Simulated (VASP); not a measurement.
An input for Ansatz (written as the equivalent of a VASP run, and not itself run):

Ansatz 0.2 input:
```yaml
crystal:
  lattice:
    - [0.0000000, 2.8732964, 2.8732964]
    - [2.8732964, 0.0000000, 2.8732964]
    - [2.8732964, 2.8732964, 0.0000000]
  atoms:
    - { symbol: Ag, position: [0.0000000, 1.0000000, 1.0000000] }
    - { symbol: I, position: [0.2500000, 0.2500000, 0.2500000] }
kpoints:
  mp_grid: { grid: [8, 8, 8] }
hamiltonian:
  xc: pbesol
  pseudopotentials: { kind: paw }
scf:
  occupations: { method: gaussian, width: 0.05 }
  max_iter: 100
relax:
  max_steps: 40
  f_tol: 0.02
  cell: { p_target: 30 }
output: { forces: true, stress: true, eigenvalues: true }
```

Problem. Translate this input to VASP (INCAR, KPOINTS, POSCAR, choice of POTCAR).

Solution. Several could match; the one computed here: 
POSCAR:
```
AgI
1
    0.0000000000     2.8732964382     2.8732964382
    2.8732964382    -0.0000000000     2.8732964382
    2.8732964382     2.8732964382     0.0000000000
Ag I
1 1
Direct
  0.0000000000   1.0000000000   1.0000000000
  0.2500000000   0.2500000000   0.2500000000
```

### KPOINTS
```
Automatic
0
gamma
8 8 8
0 0 0
```

**INCAR**
```
SYSTEM = AgI
PREC = Accurate
ENCUT = 500
EDIFF = 1E-6
NELM = 100
ALGO = Normal
LREAL = .FALSE.
LASPH = .TRUE.
ISMEAR = 0
SIGMA = 0.05
GGA = PS
LMAXMIX = 4
LWAVE = .FALSE.
LCHARG = .FALSE.
IBRION = 2
ISIF = 3
NSW = 40
EDIFFG = -0.02
PSTRESS = 300
```

POTCAR, in this order: Ag I (PBE.64 set). Program: vasp_std.

The two are equivalent in intent, not identical: each code has its own PAW files, so the cut-off isn't converted (ENCUT is set for VASP's; basis.ecutwfc is left out, and Ansatz then takes the one that its files recommend); Ansatz stops its SCF on the density residual and VASP on the energy change (EDIFF).

The compound is AgI in the zinc blende structure, whereas wurtzite is the usual form. It was relaxed first under an external pressure of 30 GPa.
